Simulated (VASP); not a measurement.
Given:

```
Bi2S3
1.0
   11.81851     0.00000     0.00000
    0.00000     4.07535     0.00000
    0.00000     0.00000    11.37714
Bi S
8 12
Direct
  0.01755   0.25000   0.32634
  0.98245   0.75000   0.67366
  0.48245   0.75000   0.82634
  0.51755   0.25000   0.17366
  0.15647   0.75000   0.03264
  0.84353   0.25000   0.96736
  0.34353   0.25000   0.53264
  0.65647   0.75000   0.46736
  0.45179   0.75000   0.37125
  0.54821   0.25000   0.62875
  0.04821   0.25000   0.87125
  0.95179   0.75000   0.12875
  0.12160   0.75000   0.44355
  0.87840   0.25000   0.55645
  0.37840   0.25000   0.94355
  0.62160   0.75000   0.05645
  0.71064   0.25000   0.30866
  0.28936   0.75000   0.69134
  0.78936   0.75000   0.80866
  0.21064   0.25000   0.19134
```

Calculation: PBE GGA, VASP's PBE PAW potentials (set 64) (plane waves; VASP 6.6.1). Numerical set-up: LREAL = Auto, 300 eV cut-off, 1×3×1 Γ-centred mesh, Fermi-Dirac smearing of 0.050 eV, potentials Bi_d S.

At this cut-off the stress carries a Pulay error, which pulls relaxed volumes low. Unless said otherwise, spin-orbit coupling is left out, though it shifts the bands of the heavy elements here.

Q: Estimate the energy per atom (σ→0), pressure, largest force, band gap (on the k-mesh) with the smallest direct gap where there is one.

A: 
```json
{
  "band gap (on the k-mesh)": "1.60 eV",
  "smallest direct gap (on the k-mesh)": "1.60 eV",
  "energy per atom (σ→0)": "-4.367 eV/atom",
  "pressure": "-2.63 GPa",
  "largest_force": "0.419 eV/Å"
}
```

Total energies compare only between runs with the same potentials, cut-off and functional.

The structure comes from a computed database's Bi2S3 entry, a phase known from measurement. The cell was not relaxed at this level. The k-mesh is coarse (spacing up to 0.55 per Å, 2π included), so the numbers may not be converged in it.
